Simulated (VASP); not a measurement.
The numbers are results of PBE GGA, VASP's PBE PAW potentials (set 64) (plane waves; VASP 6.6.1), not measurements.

The input files of a VASP run:

**POSCAR**
```
Ru16C
1
    5.4320204464     0.0000000000     0.0000000000
    2.7160102232     4.7042680126     0.0000000000
    0.0000000000     0.0000000000    20.4066461584
Ru C
16 1
Direct
  0.8330127378   0.3352343513   0.3464697335
  0.3317519109   0.3352343513   0.3464697335
  0.8348549761   0.8302890478   0.3453787930
  0.3333354889   0.8333280221   0.3454547685
  0.9988164904   0.0011517342   0.4475282762
  0.5000317754   0.0011517342   0.4475282762
  0.0002719857   0.4994560287   0.4451803826
  0.4994809517   0.5010380967   0.4463273704
  0.8363055952   0.3316239183   0.5543249085
  0.3320694865   0.3316239183   0.5543249085
  0.8349605637   0.8300778725   0.5515662560
  0.3358945691   0.8282098617   0.5523087541
  0.9817757407   0.0090621541   0.6627135387
  0.5091621052   0.0090621541   0.6627135387
  0.9988193027   0.5023613947   0.6544855685
  0.5036597708   0.4926804584   0.6548208044
  0.2524605491   0.9950789018   0.7211413887
```

### INCAR
```
SYSTEM = Ru16C
PREC = Normal
ENCUT = 400
EDIFF = 1E-5
NELM = 100
ALGO = Normal
LREAL = .FALSE.
LASPH = .TRUE.
ISMEAR = 1
SIGMA = 0.1
GGA = PE
LMAXMIX = 4
LWAVE = .TRUE.
LCHARG = .FALSE.
NELMIN = 4
LDIPOL = .TRUE.
IDIPOL = 3
DIPOL = 0.5 0.5 0.5
IBRION = 2
ISIF = 2
NSW = 120
EDIFFG = -0.03
```

### KPOINTS
```
Automatic mesh
0
Gamma
6 6 1
0 0 0
```

POTCAR, in this order: Ru C (PBE.64 set). Program: vasp_std.

Predict the energy per atom (σ→0), band gap (on the k-mesh).

| Property | Value |
|---|---|
| energy per atom (σ→0) | -8.742 eV/atom |
| band gap (on the k-mesh) | none (metal, semimetal or under 0.01 eV) |

### OSZICAR
```
...
DAV:   2    -0.148610899513E+03   -0.63760E-03   -0.52832E-03  2716   0.285E-01    0.143E-01
DAV:   3    -0.148610832766E+03    0.66746E-04   -0.39592E-03  3316   0.285E-01    0.137E-01
DAV:   4    -0.148610631802E+03    0.20096E-03   -0.13639E-03  3300   0.167E-01    0.849E-02
DAV:   5    -0.148610551781E+03    0.80021E-04   -0.60218E-04  3037   0.105E-01    0.433E-02
DAV:   6    -0.148610554419E+03   -0.26379E-05   -0.41778E-04  3116   0.923E-02    0.423E-02
DAV:   7    -0.148610525086E+03    0.29333E-04   -0.13477E-04  2830   0.554E-02    0.101E-02
DAV:   8    -0.148610524365E+03    0.72093E-06   -0.13473E-05  1340   0.175E-02
  36 F= -.14861052E+03 E0= -.14861128E+03  d E =-.200270E-03
```

The cell is a thin slab with vacuum, built from Ru (hcp): (001) face, C adsorbed.
